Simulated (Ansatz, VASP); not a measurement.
SiF: VASP beside Ansatz

```
Si F
1.0
     1.36485    0.78800    3.97477
    -1.36485    0.78800    3.97477
     0.00000   -1.57600    3.97477
Si F
1 1
Direct
  0.50000 0.50000 0.50000
  0.00000 0.00000 0.00000
```

The cell was built by a generator and needn't be a form met in nature.

Alike in both runs: task single point; functional PBE; k mesh 12 × 12 × 12; occupations fermi-dirac, width 0.05 eV; no spin polarisation.

|  | VASP | Ansatz |
| --- | --- | --- |
| version | VASP 6.6.1 | Ansatz 0.2.0 |
| potentials or method | VASP PAW PBE potentials, release 64 (Si, F) | Ansatz PAW |
| plane-wave cutoff (eV) | 520 | 420 |
| valence electrons in the cell | 11 | 11 |

Ansatz gave:

* gap on the k mesh at the Fermi level (eV): none
* pressure (GPa): -4.4
* largest component of the traceless stress (GPa): 2.72

Problem. What did VASP give for the same quantities?

Solution. gap on the k mesh at the Fermi level (eV): none; pressure (GPa): -4.6; largest component of the traceless stress (GPa): 2.70.

A gap of «none» marks a metal or a gap that the smearing closes. With one functional, cell and mesh, what is left measures potentials, basis and numerics.

Caveats: an odd number of electrons without spin polarisation forces a metal; a magnetic or distorted state may lie lower; the pressure holds a Pulay correction of +0.5 GPa for the finite cutoff (Ansatz).
